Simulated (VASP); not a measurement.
The system is Al2O3.

```
Al O
1.0
     2.37700    1.37236    4.33000
    -2.37700    1.37236    4.33000
     0.00000   -2.74472    4.33000
Al O
4 6
Direct
  0.85228 0.85228 0.85228
  0.64772 0.64772 0.64772
  0.14772 0.14772 0.14772
  0.35228 0.35228 0.35228
  0.05640 0.44360 0.75000
  0.75000 0.05640 0.44360
  0.44360 0.75000 0.05640
  0.94360 0.55640 0.25000
  0.25000 0.94360 0.55640
  0.55640 0.25000 0.94360
```

Base run:

```yaml
Program: VASP 6.6.1
Functional: r2SCAN
Potentials_or_basis: VASP PAW PBE potentials, release 64 (Al, O)
Cutoff: 520 eV
k_mesh: 4 × 4 × 4
Occupations: fermi-dirac, width 0.05 eV
Spin: no spin polarisation
```

Its results: band gap on the k mesh 7.18 eV, direct; pressure 0.2 GPa; largest force 0.113 eV/Å.

Question: The run is repeated on the same cell with these changes: functional from r2SCAN to HSE06; k mesh from 4 × 4 × 4 to 3 × 3 × 3. What comes out?

Answer: Band gap on the k mesh 8.14 eV, direct; pressure -0.2 GPa; largest force 0.092 eV/Å.

Several settings changed at once, so the effect can't be laid on one alone.

Caveats: some runs use coarse meshes; the PAW data sets were made with another functional, which shifts forces and pressure a little; an odd mesh through Γ misses points on the zone boundary, where band edges often lie (some runs).

Not every run made on this cell is shown here.
